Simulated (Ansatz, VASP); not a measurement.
# KCl (Sylvite): VASP beside Ansatz

One calculation is typed for both programs; each brings its own data sets. How far apart do they land? The cell is taken from a series of runs on this material, whose earlier steps may have relaxed, scaled, displaced or heated it; both programs get it as it stands.

Main program and level: Ansatz 0.2.0; plane waves, with VASP 6.6.1 beside it; zone-centre phonons at PBE.

**1. Set-up**

Symmetry: Fm-3m, No. 225, cubic system. The conventional cell has a = 6.382 Å, b = 6.382 Å, c = 6.382 Å, α = 90.00°, β = 90.00°, γ = 90.00°. Nearest to K lie 6 Cl at 3.19 Å. Cl has 6 K at 3.19 Å nearest. Farther neighbours and most contacts between anions are not listed.

As a file:

```cif
data_structure
_symmetry_space_group_name_H-M 'Fm-3m'
_symmetry_Int_Tables_number 225
_cell_length_a 6.3816
_cell_length_b 6.3816
_cell_length_c 6.3816
_cell_angle_alpha 90.000
_cell_angle_beta 90.000
_cell_angle_gamma 90.000
_cell_volume 259.89
loop_
_atom_site_label
_atom_site_type_symbol
_atom_site_symmetry_multiplicity
_atom_site_Wyckoff_symbol
_atom_site_fract_x
_atom_site_fract_y
_atom_site_fract_z
_atom_site_occupancy
K1 K 4 a 0.00000 0.00000 0.00000 1
Cl1 Cl 4 b 0.50000 0.00000 0.00000 1
```

**2. VASP: zone-centre phonons, PBE, pair 1**

Second derivatives magnify differences that forces hide, and they need a tight electronic threshold.

Lines of VASP's logs that name or quote its potential files are left out, and so is its time.

File INCAR:

```
SYSTEM = KCl
PREC = Accurate
ENCUT = 500
EDIFF = 1E-08
NELM = 120
ISMEAR = 0
SIGMA = 0.01
LREAL = .FALSE.
ALGO = Normal
GGA = PE
NBANDS = 14
LORBIT = 11
LWAVE = .FALSE.
LCHARG = .FALSE.
ISIF = 2
IBRION = 8
LEPSILON = .TRUE.
LASPH = .TRUE.
GGA_COMPAT = .FALSE.
EFERMI = MIDGAP
KPAR = 2
```

File POSCAR:

```
KCl
1.0
    0.0000000000      3.1908106043      3.1908106043
    3.1908106043      0.0000000000      3.1908106043
    3.1908106043      3.1908106043      0.0000000000
K Cl
1 1
Direct
    0.0000000000      0.0000000000      0.0000000000
    0.5000000000      0.5000000000      0.5000000000
```

File KPOINTS:

```
Automatic mesh
0
Gamma
8 8 8
0 0 0
```

PAW data sets: K_sv and Cl (PBE family, release 64).

On the command line:

```console
mpirun -np 2 vasp_std
```

Numbers of over 12 decimals in the logs are rounded to 6 here.

Output:

```text
[banner, memory and clock lines left out]
running    2 mpi-ranks, on    1 nodes
 distrk:  each k-point on    1 cores,    2 groups
 distr:  one band on    1 cores,    1 groups

 POSCAR found type information on POSCAR K Cl
 POSCAR found :  2 types and       2 ions
 LDA part: xc-table for (Slater+PW92), standard interpolation
 POSCAR, INCAR and KPOINTS ok, starting setup
 FFT: planning ... GRIDC
 FFT: planning ... GRID_SOFT
 FFT: planning ... GRID
 WAVECAR not read
 entering main loop
       N       E                     dE             d eps       ncg     rms          rms(c)
DAV:   1     0.101863601734E+03    0.10186E+03   -0.70574E+03   812   0.993E+02
DAV:   2    -0.648843577461E+00   -0.10251E+03   -0.93847E+02  1022   0.242E+02
DAV:   3    -0.687622363997E+01   -0.62274E+01   -0.61922E+01  1106   0.542E+01
DAV:   4    -0.711320996872E+01   -0.23699E+00   -0.23691E+00  1306   0.949E+00
DAV:   5    -0.711452544433E+01   -0.13155E-02   -0.13155E-02  1070   0.770E-01    0.316E+00
DAV:   6    -0.681294631387E+01    0.30158E+00   -0.47764E-01   992   0.348E+00    0.258E+00
DAV:   7    -0.679658758817E+01    0.16359E-01   -0.11347E-01  1082   0.191E+00    0.151E+00
DAV:   8    -0.680928282353E+01   -0.12695E-01   -0.18585E-02  1044   0.104E+00    0.185E-01
DAV:   9    -0.681012648754E+01   -0.84366E-03   -0.11599E-03  1056   0.220E-01    0.104E-01
DAV:  10    -0.681078337499E+01   -0.65689E-03   -0.69427E-04   872   0.176E-01    0.204E-02
DAV:  11    -0.681078884559E+01   -0.54706E-05   -0.26093E-05  1118   0.298E-02    0.941E-03
DAV:  12    -0.681079206145E+01   -0.32159E-05   -0.55992E-06   920   0.159E-02    0.309E-03
DAV:  13    -0.681079227345E+01   -0.21200E-06   -0.61644E-07   920   0.556E-03    0.725E-04
DAV:  14    -0.681079236435E+01   -0.90896E-07   -0.65909E-08  1034   0.180E-03    0.272E-04
DAV:  15    -0.681079240314E+01   -0.38794E-07   -0.33777E-09   750   0.417E-04    0.339E-05
DAV:  16    -0.681079240972E+01   -0.65784E-08   -0.72880E-10   616   0.176E-04
   1 F= -.68107924E+01 E0= -.68107924E+01  d E =0.000000E+00
 Linear response reoptimize wavefunctions to high precision
DAV:   1    -0.681079240882E+01    0.89858E-09   -0.22826E-10   700   0.811E-05
DAV:   2    -0.681079240887E+01   -0.45020E-10   -0.67446E-11   532   0.394E-05
 Linear response G [H, r] |phi>, progress :
  Direction:   1
       N       E                     dE             d eps       ncg     rms
RMM:   1    -0.519994214293E+02   -0.51999E+02    0.32600E+02  1590   0.983E+01
RMM:   2    -0.536453210677E+02   -0.16459E+01   -0.63081E+00  1526   0.200E+01
RMM:   3    -0.539613825220E+02   -0.31606E+00   -0.14678E+00  1799   0.584E+00
RMM:   4    -0.540079627460E+02   -0.46580E-01   -0.29023E-01  1893   0.187E+00
RMM:   5    -0.540169231730E+02   -0.89604E-02   -0.68797E-02  1908   0.813E-01
RMM:   6    -0.540187335471E+02   -0.18104E-02   -0.21746E-02  1944   0.384E-01
RMM:   7    -0.540191688784E+02   -0.43533E-03    0.18192E-03  1989   0.193E-01
RMM:   8    -0.540193587452E+02   -0.18987E-03    0.57764E-03  1934   0.899E-02
RMM:   9    -0.540194087726E+02   -0.50027E-04    0.17448E-03  1955   0.456E-02
RMM:  10    -0.540194246748E+02   -0.15902E-04   -0.58499E-03  1921   0.228E-02
RMM:  11    -0.540194268136E+02   -0.21388E-05    0.53817E-04  1880   0.128E-02
RMM:  12    -0.540194280270E+02   -0.12133E-05    0.85977E-04  1839   0.723E-03
RMM:  13    -0.540194281885E+02   -0.16156E-06    0.43432E-04  1798   0.447E-03
RMM:  14    -0.540194278684E+02    0.32012E-06    0.32582E-04  1657   0.304E-03
RMM:  15    -0.540194279073E+02   -0.38849E-07    0.18935E-04  1438   0.210E-03
RMM:  16    -0.540194279244E+02   -0.17111E-07    0.57331E-05  1253   0.158E-03
RMM:  17    -0.540194279157E+02    0.86931E-08    0.75109E-06  1156   0.134E-03
RMM:  18    -0.540194279017E+02    0.13957E-07    0.10314E-05  1102   0.120E-03
RMM:  19    -0.540194278857E+02    0.15977E-07   -0.38455E-06  1058   0.110E-03
RMM:  20    -0.540194278728E+02    0.12982E-07    0.28050E-05  1022   0.105E-03
RMM:  21    -0.540194278477E+02    0.25024E-07    0.14213E-04   989   0.100E-03
RMM:  22    -0.540194278575E+02   -0.97598E-08    0.87197E-05   959   0.980E-04
RMM:  23    -0.540194278551E+02    0.23524E-08    0.82787E-05   932   0.962E-04
 Linear response G [H, r] |phi>, progress :
  Direction:   2
       N       E                     dE             d eps       ncg     rms
RMM:   1    -0.502277320490E+02   -0.50228E+02    0.34065E+02  1616   0.100E+02
RMM:   2    -0.519512915924E+02   -0.17236E+01   -0.59193E+00  1528   0.201E+01
RMM:   3    -0.521952904345E+02   -0.24400E+00   -0.12129E+00  1821   0.578E+00
RMM:   4    -0.522349396534E+02   -0.39649E-01   -0.25670E-01  1909   0.182E+00
RMM:   5    -0.522424971064E+02   -0.75575E-02   -0.64939E-02  1899   0.792E-01
RMM:   6    -0.522440866352E+02   -0.15895E-02   -0.20602E-02  1960   0.375E-01
RMM:   7    -0.522445811628E+02   -0.49453E-03   -0.62184E-03  1986   0.188E-01
[...]
RMM:   3    -0.242725361712E+00   -0.18480E-02   -0.36938E-03  1804   0.226E-01
RMM:   4    -0.242988925082E+00   -0.26356E-03   -0.49747E-04  1833   0.812E-02
RMM:   5    -0.243024546932E+00   -0.35622E-04   -0.96435E-05  1827   0.334E-02
RMM:   6    -0.243031504437E+00   -0.69575E-05   -0.16701E-05  1738   0.143E-02
RMM:   7    -0.243032797724E+00   -0.12933E-05   -0.33760E-05  1710   0.634E-03
[...]
RMM:   5    -0.262835350551E+00   -0.14751E-01   -0.22540E-03  3344   0.320E-01    0.464E-02
RMM:   6    -0.262840192884E+00   -0.48423E-05   -0.74371E-04  3834   0.113E-01    0.275E-02
RMM:   7    -0.263310089218E+00   -0.46990E-03   -0.11013E-04  3752   0.435E-02    0.205E-02
RMM:   8    -0.263878944214E+00   -0.56885E-03   -0.60980E-05  3388   0.308E-02    0.584E-03
RMM:   9    -0.263897577853E+00   -0.18634E-04   -0.56657E-06  3953   0.119E-02    0.158E-03
RMM:  10    -0.263909728209E+00   -0.12150E-04   -0.12784E-05  4070   0.561E-03    0.791E-04
RMM:  11    -0.263906880821E+00    0.28474E-05   -0.29739E-06  4087   0.214E-03    0.776E-04
RMM:  12    -0.263906037640E+00    0.84318E-06    0.15263E-06  3952   0.964E-04    0.463E-04
RMM:  13    -0.263906373794E+00   -0.33615E-06    0.21440E-07  3961   0.453E-04    0.161E-04
RMM:  14    -0.263906606898E+00   -0.23310E-06    0.56043E-07  3762   0.243E-04    0.887E-05
RMM:  15    -0.263906659626E+00   -0.52728E-07   -0.19449E-07  3353   0.120E-04    0.163E-05
RMM:  16    -0.263906616093E+00    0.43533E-07    0.13331E-07  2629   0.806E-05    0.876E-06
 change of polarisation eV/A/(eV/A) component  2 :     0.026     0.461    -0.010
 dielectric tensor                  component  2 :     0.072     2.284    -0.029
 Linear response to external field, progress :
  Direction:   3
       N       E                     dE             d eps       ncg     rms          rms(c)
RMM:   1    -0.263201542301E+00   -0.26320E+00   -0.60808E-01  3670   0.322E+00
RMM:   2    -0.272147283420E+00   -0.89457E-02   -0.29191E-02  3541   0.746E-01    0.125E+00
RMM:   3    -0.238729676463E+00    0.33418E-01   -0.71232E-02  3106   0.128E+00    0.588E-01
RMM:   4    -0.248084441745E+00   -0.93548E-02   -0.35330E-02  3222   0.893E-01    0.217E-01
RMM:   5    -0.262834192690E+00   -0.14750E-01   -0.22529E-03  3347   0.320E-01    0.464E-02
RMM:   6    -0.262839563640E+00   -0.53709E-05   -0.74231E-04  3833   0.113E-01    0.275E-02
RMM:   7    -0.263310141024E+00   -0.47058E-03   -0.11115E-04  3753   0.435E-02    0.205E-02
RMM:   8    -0.263879963251E+00   -0.56982E-03   -0.52474E-05  3378   0.308E-02    0.582E-03
RMM:   9    -0.263897284768E+00   -0.17322E-04   -0.78098E-06  3958   0.118E-02    0.158E-03
RMM:  10    -0.263909977968E+00   -0.12693E-04   -0.20297E-05  4063   0.560E-03    0.798E-04
RMM:  11    -0.263906994107E+00    0.29839E-05   -0.31598E-06  4064   0.215E-03    0.777E-04
RMM:  12    -0.263905938660E+00    0.10554E-05    0.12725E-06  3943   0.980E-04    0.466E-04
RMM:  13    -0.263906334640E+00   -0.39598E-06    0.53426E-08  3955   0.463E-04    0.164E-04
RMM:  14    -0.263906602048E+00   -0.26741E-06    0.85530E-07  3709   0.251E-04    0.946E-05
RMM:  15    -0.263906624915E+00   -0.22866E-07   -0.10539E-07  3393   0.125E-04    0.143E-05
RMM:  16    -0.263906582039E+00    0.42876E-07    0.15328E-07  2665   0.826E-05    0.783E-06
 change of polarisation eV/A/(eV/A) component  3 :    -0.002     0.013     0.461
 dielectric tensor                  component  3 :    -0.005     0.036     2.284
 Linear response DOF=           2
 Linear response progress:
  Degree of freedom:   1/  2
       N       E                     dE             d eps       ncg     rms          rms(c)
RMM:   1    -0.311743222994E+00   -0.31174E+00    0.18090E-01  2611   0.378E+00
RMM:   2    -0.313856465827E+00   -0.21132E-02   -0.25667E-02  2936   0.956E-01    0.347E-02
RMM:   3    -0.315854777767E+00   -0.19983E-02   -0.39679E-03  3519   0.318E-01    0.341E-02
RMM:   4    -0.316109578314E+00   -0.25480E-03   -0.30349E-04  3688   0.819E-02    0.317E-02
RMM:   5    -0.316230750173E+00   -0.12117E-03   -0.62158E-05  3517   0.388E-02    0.572E-03
RMM:   6    -0.316256033899E+00   -0.25284E-04   -0.10216E-05  3695   0.164E-02    0.352E-03
RMM:   7    -0.316250044184E+00    0.59897E-05   -0.27452E-06  3764   0.717E-03    0.195E-03
RMM:   8    -0.316257007703E+00   -0.69635E-05   -0.10971E-06  3654   0.345E-03    0.412E-04
RMM:   9    -0.316258020457E+00   -0.10128E-05    0.12108E-07  4027   0.159E-03    0.414E-04
RMM:  10    -0.316257632673E+00    0.38778E-06    0.18957E-07  3895   0.629E-04    0.893E-05
RMM:  11    -0.316257661478E+00   -0.28805E-07    0.62130E-08  4085   0.288E-04    0.426E-05
RMM:  12    -0.316257534808E+00    0.12667E-06    0.70961E-08  4054   0.131E-04    0.352E-05
RMM:  13    -0.316257470141E+00    0.64667E-07    0.39157E-08  4017   0.689E-05    0.545E-06
RMM:  14    -0.316257458570E+00    0.11572E-07    0.26399E-08  4063   0.405E-05    0.463E-06
RMM:  15    -0.316257456243E+00    0.23262E-08    0.14602E-08  3946   0.271E-05    0.366E-06
 first order change of Fermi-energy  -0.19152E-03
 force on displaced ion       1 direction 1 :  -1.093   0.000   0.000
 Born effective charge ion    1 direction 1 :   1.130   0.000   0.000
 Linear response progress:
  Degree of freedom:   2/  2
       N       E                     dE             d eps       ncg     rms          rms(c)
RMM:   1    -0.199969995331E+00   -0.19997E+00   -0.28001E-03  3557   0.221E+00
RMM:   2    -0.198108680504E+00    0.18613E-02   -0.52571E-03  2811   0.404E-01    0.648E-02
RMM:   3    -0.198757597227E+00   -0.64892E-03   -0.24110E-04  2973   0.830E-02    0.287E-02
RMM:   4    -0.199451754113E+00   -0.69416E-03   -0.10553E-04  2997   0.462E-02    0.131E-02
RMM:   5    -0.199489427276E+00   -0.37673E-04   -0.16786E-05  3435   0.176E-02    0.713E-03
RMM:   6    -0.199492887115E+00   -0.34598E-05   -0.30535E-06  3329   0.820E-03    0.261E-03
RMM:   7    -0.199505186614E+00   -0.12299E-04   -0.71845E-07  3569   0.334E-03    0.574E-04
RMM:   8    -0.199496686511E+00    0.85001E-05    0.49283E-06  3588   0.143E-03    0.151E-04
RMM:   9    -0.199498762859E+00   -0.20763E-05   -0.74840E-06  3841   0.600E-04    0.200E-04
RMM:  10    -0.199497779712E+00    0.98315E-06    0.76878E-06  3658   0.292E-04    0.436E-05
RMM:  11    -0.199497501271E+00    0.27844E-06   -0.25320E-06  3905   0.150E-04    0.206E-05
RMM:  12    -0.199497494094E+00    0.71773E-08   -0.33483E-07  3969   0.820E-05    0.996E-06
RMM:  13    -0.199497497924E+00   -0.38303E-08   -0.22327E-07  3925   0.513E-05    0.383E-06
RMM:  14    -0.199497488015E+00    0.99090E-08    0.87182E-08  3770   0.398E-05    0.226E-06
 first order change of Fermi-energy   0.34209E-03
 force on displaced ion       2 direction 1 :  -1.087   0.000   0.000
 Born effective charge ion    2 direction 1 :  -1.130   0.000   0.000
 Born effective charges drift removed
 Linear response finished
```

Parts of OUTCAR (step 2):

```text
ion  position               nearest neighbor table
   1  0.000  0.000  0.000-   2 3.19   2 3.19   2 3.19   2 3.19   2 3.19   2 3.19
   2  0.500  0.500  0.500-   1 3.19   1 3.19   1 3.19   1 3.19   1 3.19   1 3.19

  LATTYP: Found a face centered cubic cell.
 ALAT       =     6.3816212086

 Subroutine GETGRP returns: Found 48 space group operations
 (whereof 48 operations were pure point group operations)

The static configuration has the point symmetry O_h .

 Found     29 irreducible k-points:

   k-points           NKPTS =     29   k-points in BZ     NKDIM =     29   number of bands    NBANDS=     14

   dimension x,y,z NGX =    36 NGY =   36 NGZ =   36
   dimension x,y,z NGXF=    72 NGYF=   72 NGZF=   72

   ENCUT  =  500.0 eV  36.75 Ry    6.06 a.u.   8.23  8.23  8.23*2*pi/ulx,y,z

   NELECT =      16.0000    total number of electrons

 k-points in reciprocal lattice and weights: Automatic mesh
   0.00000000  0.00000000  0.00000000       0.002
   0.12500000  0.00000000  0.00000000       0.016
   0.25000000  0.00000000  0.00000000       0.016
   0.37500000  0.00000000  0.00000000       0.016
   0.50000000  0.00000000  0.00000000       0.008
   0.12500000  0.12500000  0.00000000       0.012
   0.25000000  0.12500000  0.00000000       0.047
   0.37500000  0.12500000  0.00000000       0.047
   0.50000000  0.12500000  0.00000000       0.047
[...]
-0.37500000  0.50000000  0.12500000       0.023
  -0.25000000  0.50000000  0.25000000       0.012

 average (electrostatic) potential at core
       1 -36.5790       2 -94.5129

  Total        0.0018080      0.0018080      0.0018080      0.0000000     -0.0000000      0.0000000
  in kB        0.0445835      0.0445835      0.0445835      0.0000000     -0.0000000      0.0000000
  external PRESSURE =       0.0445835 kB  Pullay stress =       0.0000000 kB

  energy-cutoff  :      500.00
  volume of cell :       64.97
      direct lattice vectors                 reciprocal lattice vectors
     0.000000000  3.190810604  3.190810604    -0.156699993  0.156699993  0.156699993
     3.190810604  0.000000000  3.190810604     0.156699993 -0.156699993  0.156699993
     3.190810604  3.190810604  0.000000000     0.156699993  0.156699993 -0.156699993

 POSITION                                       TOTAL-FORCE (eV/Angst)
 -----------------------------------------------------------------------------------
      0.00000      0.00000      0.00000         0.000000     -0.000000     -0.000000
      3.19081      3.19081      3.19081        -0.000000      0.000000      0.000000
 -----------------------------------------------------------------------------------
    total drift:                                0.000000      0.000000      0.000000

 MACROSCOPIC STATIC DIELECTRIC TENSOR (including local field effects in DFT)
 ------------------------------------------------------
           2.284438     0.000000    -0.000000
           0.000000     2.284438    -0.000000
           0.000000     0.000000     2.284438
 ------------------------------------------------------

 PIEZOELECTRIC TENSOR (including local field effects)  for field in x, y, z        (C/m^2)
          XX          YY          ZZ          XY          YZ          ZX
  --------------------------------------------------------------------------------
  x     0.00000     0.00000     0.00000     0.00000     0.00000     0.00000
  y     0.00000     0.00000     0.00000     0.00000     0.00000     0.00000
  z     0.00000     0.00000     0.00000     0.00000     0.00000     0.00000

 BORN EFFECTIVE CHARGES (including local field effects) (in |e|, cummulative output)
 ---------------------------------------------------------------------------------
 ion    1
    1     1.13004     0.00000     0.00000
    2     0.00000     1.13004    -0.00000
    3     0.00000    -0.00000     1.13004
 ion    2
    1    -1.13004    -0.00000    -0.00000
    2    -0.00000    -1.13004     0.00000
    3    -0.00000     0.00000    -1.13004

 Eigenvectors and eigenvalues of the dynamical matrix
 ----------------------------------------------------

   1 f  =    3.785550 THz    23.785312 2PiTHz  126.272353 cm-1    15.655769 meV
             X         Y         Z           dx          dy          dz
      0.000000  0.000000  0.000000     0.000000   -0.690633   -0.000000
      3.190811  3.190811  3.190811    -0.000000    0.723206    0.000000

   2 f  =    3.785550 THz    23.785312 2PiTHz  126.272353 cm-1    15.655769 meV
             X         Y         Z           dx          dy          dz
      0.000000  0.000000  0.000000     0.000000    0.000000   -0.690633
      3.190811  3.190811  3.190811     0.000000   -0.000000    0.723206

   3 f  =    3.785550 THz    23.785312 2PiTHz  126.272353 cm-1    15.655769 meV
             X         Y         Z           dx          dy          dz
      0.000000  0.000000  0.000000    -0.690633   -0.000000    0.000000
      3.190811  3.190811  3.190811     0.723206    0.000000   -0.000000

   4 f/i=    0.005381 THz     0.033812 2PiTHz    0.179502 cm-1     0.022255 meV
             X         Y         Z           dx          dy          dz
      0.000000  0.000000  0.000000     0.718286   -0.084075   -0.004782
      3.190811  3.190811  3.190811     0.685935   -0.080288   -0.004567

   5 f/i=    0.005381 THz     0.033812 2PiTHz    0.179502 cm-1     0.022255 meV
             X         Y         Z           dx          dy          dz
      0.000000  0.000000  0.000000     0.084040    0.718287   -0.005235
      3.190811  3.190811  3.190811     0.080255    0.685936   -0.004999

   6 f/i=    0.005381 THz     0.033812 2PiTHz    0.179502 cm-1     0.022255 meV
             X         Y         Z           dx          dy          dz
      0.000000  0.000000  0.000000    -0.005358   -0.004643   -0.723171
      3.190811  3.190811  3.190811    -0.005117   -0.004434   -0.690600

 MACROSCOPIC STATIC DIELECTRIC TENSOR IONIC CONTRIBUTION
 ------------------------------------------------------
           3.261707    -0.000000    -0.000000
          -0.000000     3.261707    -0.000000
          -0.000000    -0.000000     3.261707
 ------------------------------------------------------

 ELASTIC MODULI CONTR FROM IONIC RELAXATION (kBar)
 Direction    XX          YY          ZZ          XY          YZ          ZX
 --------------------------------------------------------------------------------
 XX           0.0000      0.0000      0.0000      0.0000      0.0000      0.0000
 YY           0.0000      0.0000      0.0000      0.0000      0.0000      0.0000
 ZZ           0.0000      0.0000      0.0000      0.0000      0.0000      0.0000
 XY           0.0000      0.0000      0.0000      0.0000      0.0000      0.0000
 YZ           0.0000      0.0000      0.0000      0.0000      0.0000      0.0000
 ZX           0.0000      0.0000      0.0000      0.0000      0.0000      0.0000
 --------------------------------------------------------------------------------

 PIEZOELECTRIC TENSOR IONIC CONTR  for field in x, y, z        (C/m^2)
          XX          YY          ZZ          XY          YZ          ZX
  --------------------------------------------------------------------------------
  x     0.00000     0.00000     0.00000     0.00000     0.00000     0.00000
  y     0.00000     0.00000     0.00000     0.00000     0.00000     0.00000
  z     0.00000     0.00000     0.00000     0.00000     0.00000     0.00000
```

[end of part 1 of 2]

[Lines on the potential files, build, host, timing and source positions are cut from VASP's logs without a mark.]

[Logs are printed without paths, hosts, clocks, repeated set-up lines and the standing remarks that a program may print on its own settings, such as how far it seeks lower states.]

[Hosts, paths, dates, database ids (printed as entryN), source tags and the programs' standing remarks are cut or masked in the printed files.]
